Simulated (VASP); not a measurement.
Here is the system:

```
CELL_PARAMETERS angstrom
      0.00000     3.40587     3.40587
      3.40587     0.00000     3.40587
      3.40587     3.40587     0.00000
ATOMIC_POSITIONS crystal
  Sr 0.00000 0.00000 0.00000
  Te 0.50000 0.50000 0.50000
```

Method: optB88-vdW, VASP's PBE PAW potentials (set 64) (plane waves; VASP). Numerical set-up: 520 eV cut-off, 7×7×7 Γ-centred mesh, Gaussian smearing of 0.050 eV, potentials Sr_sv Te.

Task: Give the stress tensor in GPa (positive for a compressed cell).

Result: 
```
-1.81   0.00   0.00
 0.00  -1.81   0.00
 0.00   0.00  -1.81
```
The pressure is its mean diagonal, -1.81 GPa.

The compound is SrTe in the rock salt structure. This cell is one point of a volume scan, at 1.06 of the reference volume.
